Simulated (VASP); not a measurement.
These are PBEsol GGA, VASP's PBE PAW potentials (set 64) (plane waves; VASP 6.6.1) values and carry that method's errors.

A VASP calculation is set up with these files.

### KPOINTS
```
Automatic mesh
0
gamma
  6 6 2
0 0 0
```

**POSCAR**
```
Te2Mo
1
    3.5182000000     0.0000000000     0.0000000000
   -1.7591000000     3.0468510000     0.0000000000
    0.0000000000     0.0000000000    13.9736000000
Mo Te
2 4
Direct
  0.3333330000   0.6666670000   0.2500000000
  0.6666670000   0.3333330000   0.7500000000
  0.3333330000   0.6666670000   0.6210000000
  0.6666670000   0.3333330000   0.1210000000
  0.3333330000   0.6666670000   0.8790000000
  0.6666670000   0.3333330000   0.3790000000
```

**INCAR**
```
SYSTEM = Te2Mo
PREC = Accurate
ENCUT = 300
EDIFF = 1E-6
NELM = 100
ALGO = Normal
LREAL = .FALSE.
LASPH = .TRUE.
ISMEAR = 0
SIGMA = 0.272
GGA = PS
LMAXMIX = 4
LWAVE = .FALSE.
LCHARG = .FALSE.
ISIF = 2
```

POTCAR, in this order: Mo_sv Te (PBE.64 set). Program: vasp_std.

Output of the run:

OSZICAR:
```
       N       E                     dE             d eps       ncg     rms          rms(c)
DAV:   1     0.268739993658E+03    0.26874E+03   -0.21444E+04  1116   0.976E+02
DAV:   2    -0.251982393066E+02   -0.29394E+03   -0.28785E+03  1127   0.273E+02
DAV:   3    -0.404688808021E+02   -0.15271E+02   -0.14956E+02  1068   0.527E+01
DAV:   4    -0.408621262951E+02   -0.39325E+00   -0.39144E+00  1092   0.840E+00
DAV:   5    -0.408773274111E+02   -0.15201E-01   -0.15193E-01  1149   0.153E+00    0.225E+01
DAV:   6    -0.399686572230E+02    0.90867E+00   -0.10419E+01  1025   0.155E+01    0.932E+00
DAV:   7    -0.398586623448E+02    0.10999E+00   -0.97809E+00   981   0.124E+01    0.651E+00
DAV:   8    -0.394071572387E+02    0.45151E+00   -0.19744E+00  1079   0.610E+00    0.323E+00
DAV:   9    -0.394040025838E+02    0.31547E-02   -0.26397E-01  1144   0.227E+00    0.126E+00
DAV:  10    -0.393972882187E+02    0.67144E-02   -0.47543E-02  1059   0.109E+00    0.384E-01
DAV:  11    -0.393974591648E+02   -0.17095E-03   -0.19750E-03  1024   0.228E-01    0.266E-01
DAV:  12    -0.393973869695E+02    0.72195E-04   -0.21691E-04  1002   0.794E-02    0.187E-01
DAV:  13    -0.393973462641E+02    0.40705E-04   -0.14606E-04  1073   0.611E-02    0.726E-02
DAV:  14    -0.393973462831E+02   -0.18994E-07   -0.65720E-06   979   0.104E-02
   1 F= -.39397346E+02 E0= -.39396167E+02  d E =-.235948E-02
```

**OUTCAR**
```
------------------------ aborting loop because EDIFF is reached ----------------------------------------
  FORCE on cell =-STRESS in cart. coord.  units (eV):
  Direction    XX          YY          ZZ          XY          YZ          ZX
  --------------------------------------------------------------------------------------
  Total       -1.2462748     -1.2462752     -0.5907567      0.0000000     -0.0000000      0.0000000
  in kB      -13.3304360    -13.3304397     -6.3188671      0.0000000     -0.0000000      0.0000000
  external PRESSURE =     -10.9932476 kB  Pullay stress =       0.0000000 kB
  volume of cell :      149.79
      direct lattice vectors                 reciprocal lattice vectors
     3.518200000  0.000000000  0.000000000     0.284236257  0.164103857  0.000000000
    -1.759100000  3.046851000  0.000000000     0.000000000  0.328207713  0.000000000
     0.000000000  0.000000000 13.973600000     0.000000000  0.000000000  0.071563520
 POSITION                                       TOTAL-FORCE (eV/Angst)
 -----------------------------------------------------------------------------------
     -0.00000      2.03124      3.49340        -0.000000      0.000000      0.000000
      1.75910      1.01562     10.48020         0.000000     -0.000000      0.000000
     -0.00000      2.03124      8.67761        -0.000000     -0.000000      0.047655
      1.75910      1.01562      1.69081        -0.000000      0.000000      0.047655
     -0.00000      2.03124     12.28279        -0.000000     -0.000000     -0.047655
      1.75910      1.01562      5.29599        -0.000000      0.000000     -0.047655
 -----------------------------------------------------------------------------------
    total drift:                                0.000784     -0.000453      0.001070
  FREE ENERGIE OF THE ION-ELECTRON SYSTEM (eV)
  ---------------------------------------------------
  free  energy   TOTEN  =       -39.3973462831 eV

  energy  without entropy=      -39.3949868072  energy(sigma->0) =      -39.39616655
```
(Selected blocks of OUTCAR.)

At this cut-off the stress carries a Pulay error, which pulls relaxed volumes low.

The structure comes from a measured Te2Mo entry (P6_3/mmc) of the Crystallography Open Database, whose conditions weren't checked. The cell was not relaxed at this level. The run is one of a series of settings (GGA = PS against the base run), some of them coarse on purpose.
